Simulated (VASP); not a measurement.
Data:

```xyz
2
Lattice="0.0000 2.6982 2.6982 2.6982 0.0000 2.6982 2.6982 2.6982 0.0000" Properties=species:S:1:pos:R:3 pbc="T T T"
Zr     0.0000     0.0000     0.0000
Si     2.6982     2.6982     2.6982
```

These are PBE GGA, VASP's PBE PAW potentials (set 64) (plane waves; VASP) values and carry that method's errors. Run with 400 eV cut-off, Gaussian smearing of 0.050 eV, potentials Zr_sv Si.

**Question.** Give the energies of bands 5 to 11 at the high-symmetry points, in eV from the Fermi level.

**Answer.** 
```csv
band,Γ,X,U,L,W
5,-9.55,-7.59,-7.15,-6.63,-7.08
6,0.06,-2.68,-2.95,-4.80,-2.55
7,0.06,-1.88,-2.65,-2.12,-2.55
8,0.06,0.36,-1.16,-2.12,-2.19
9,0.66,0.36,0.80,2.67,2.45
10,0.66,1.74,2.85,2.67,2.45
11,2.33,3.37,3.73,3.58,2.88
```

It has no gap at this level: it comes out as a metal or semimetal.

The structure was generated: ZrSi was put into the rock salt type (Fm-3m), which need not be its known phase. It was relaxed first, which changed the volume by -33 %.
